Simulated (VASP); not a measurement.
Consider the following.

```
MgB2
1.0
    1.54107    -2.66921     0.00000
    1.54107     2.66921     0.00000
    0.00000     0.00000     3.50313
Mg B
1 2
Direct
  0.00000   0.00000   0.00000
  0.33333   0.66667   0.50000
  0.66667   0.33333   0.50000
```

Method: PBE GGA, VASP's PBE PAW potentials (set 64) (plane waves; VASP 6.6.1). Run with 520 eV cut-off, Gaussian smearing of 0.050 eV, potentials Mg B.

### Question
Give the energies of bands 1 to 6 at the high-symmetry points, in eV from the Fermi level.

### Answer

| band | Γ | M | K | A | L | H |
|---|---|---|---|---|---|---|
| 1 | -12.40 | -8.51 | -7.24 | -11.10 | -7.51 | -6.32 |
| 2 | -2.85 | -7.80 | -7.24 | -7.39 | -6.88 | -6.32 |
| 3 | 0.40 | -2.14 | -5.82 | 0.79 | -3.53 | -5.14 |
| 4 | 0.40 | 0.30 | 1.88 | 0.79 | -1.84 | -1.98 |
| 5 | 1.80 | 3.17 | 1.88 | 6.68 | -1.25 | -1.98 |
| 6 | 6.34 | 3.91 | 6.30 | 6.68 | 5.76 | 3.65 |

It has no gap at this level: it comes out as a metal or semimetal.

The compound is MgB2 in the AlB2 type structure. It was relaxed first.
